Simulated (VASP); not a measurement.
A run of VASP 6.6.1:

File INCAR:

```
PREC = Accurate
ENCUT = 520
EDIFF = 1E-6
ISMEAR = 0
SIGMA = 0.1
LREAL = F
LASPH = T
NELM = 100
ALGO = Fast
ISIF = 2
LWAVE = F
LCHARG = F
NBANDS = 18
```

Contents of KPOINTS:

```
Automatic mesh
0
Gamma
  6 6 6
```

Contents of POSCAR:

```
ZnAg
1.0
    3.1560000000      0.0000000000      0.0000000000
    0.0000000000      3.1560000000      0.0000000000
    0.0000000000      0.0000000000      3.1560000000
Zn Ag
1 1
Direct
    0.5000000000      0.5000000000      0.5000000000
    0.0000000000      0.0000000000      0.0000000000
```

Potentials or basis: VASP PAW LDA potentials, release 64 (Zn, Ag).

The run is started by

```bash
$ cat potpaw_LDA.64/Zn/POTCAR potpaw_LDA.64/Ag/POTCAR > POTCAR
$ mpirun -np 1 vasp_std > vasp.out
```

Hardware: 1 thread of AMD EPYC 9R45 (Zen 5), on a shared host.

**Question.** Estimate the wall time of this run.

**Answer.** Wall time 6.2 s on 1 thread of AMD EPYC 9R45 (Zen 5), on a shared host, peak memory 0.1 GiB. Counts: scf iterations 13, k points 20.
